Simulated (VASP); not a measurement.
Input:

```xyz
6
Lattice="5.2410 0.0000 0.0000 0.0000 6.0332 0.0000 0.0000 0.0000 3.3100" Properties=species:S:1:pos:R:3 pbc="T T T"
Ti     2.6205     3.0166     1.6550
Ti     0.0000     0.0000     0.0000
S      3.8504     0.9232     1.6550
S      1.3906     5.1100     1.6550
S      1.2299     2.0934     0.0000
S      4.0111     3.9398     0.0000
```

These are LDA (Ceperley-Alder, Perdew-Zunger) with spin-orbit coupling, VASP's LDA PAW potentials (set 64) (plane waves; VASP) values and carry that method's errors. Settings: 400 eV cut-off, 5×5×8 Γ-centred mesh, Gaussian smearing of 0.050 eV, potentials Ti_sv S.

Task: Give the energies of bands 41 to 54 at the high-symmetry points, in eV from the Fermi level.

Result: 
| band | Γ | X | S | Y | Z | U | R | T |
|---|---|---|---|---|---|---|---|---|
| 41 | -1.42 | -0.77 | -1.40 | -0.98 | -2.87 | -2.77 | -1.38 | -1.92 |
| 42 | -1.42 | -0.77 | -1.40 | -0.98 | -2.87 | -2.77 | -1.38 | -1.92 |
| 43 | -0.27 | -0.77 | -1.40 | -0.98 | -2.87 | -2.75 | -1.38 | -1.91 |
| 44 | -0.27 | -0.77 | -1.40 | -0.98 | -2.87 | -2.75 | -1.38 | -1.91 |
| 45 | 0.20 | -0.55 | -0.38 | -0.62 | -1.48 | 0.01 | -0.93 | -1.69 |
| 46 | 0.20 | -0.55 | -0.38 | -0.62 | -1.48 | 0.01 | -0.93 | -1.69 |
| 47 | 0.29 | -0.55 | -0.38 | -0.62 | -1.48 | 0.04 | -0.93 | -1.68 |
| 48 | 0.29 | -0.55 | -0.38 | -0.62 | -1.48 | 0.04 | -0.93 | -1.68 |
| 49 | 0.36 | 0.41 | -0.07 | 0.61 | 1.03 | 0.42 | 1.07 | -0.01 |
| 50 | 0.36 | 0.41 | -0.07 | 0.61 | 1.03 | 0.42 | 1.07 | -0.01 |
| 51 | 0.71 | 0.41 | -0.07 | 0.61 | 1.03 | 0.43 | 1.07 | 0.00 |
| 52 | 0.71 | 0.41 | -0.07 | 0.61 | 1.03 | 0.43 | 1.07 | 0.00 |
| 53 | 0.84 | 1.58 | 0.95 | 1.59 | 2.01 | 1.28 | 1.26 | 1.90 |
| 54 | 0.84 | 1.58 | 0.95 | 1.59 | 2.01 | 1.28 | 1.26 | 1.90 |

It has no gap at this level: it comes out as a metal or semimetal.

The structure comes from a computed database's TiS2 entry (Pnnm); how it stands against other phases isn't given here. It was relaxed first, which changed the volume by -8 %.
